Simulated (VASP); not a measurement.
Data:

```xyz
4
Lattice="-3.9593 3.9593 2.0246 3.9593 -3.9593 2.0246 3.9593 3.9593 -2.0246" Properties=species:S:1:pos:R:3 pbc="T T T"
Sb     1.1986     2.7607     0.0000
Sb     2.7607     1.1986     2.0246
Sb     5.1579     1.1986     0.0000
Sb    -1.1986     2.7607     2.0246
```

All values below come from LDA (Ceperley-Alder, Perdew-Zunger), VASP's LDA PAW potentials (set 64) (plane waves; VASP). Numerical set-up: 400 eV cut-off, 10×10×10 Γ-centred mesh, tetrahedra with Blöchl corrections, potentials Sb.

The cores are frozen, which limits the accuracy of field gradients.

Q: Give the principal components of the electric field gradient (V/Å²) and the asymmetry η at each nucleus.

A: 
```csv
atom,Vxx,Vyy,Vzz,η
Sb1,-16.1,-11.6,27.7,0.16
Sb2,-16.1,-11.6,27.7,0.16
Sb3,-16.1,-11.6,27.7,0.16
Sb4,-16.1,-11.6,27.7,0.16
```

The structure comes from a computed database's Sb entry (I4/mcm); how it stands against other phases isn't given here. It was relaxed first.
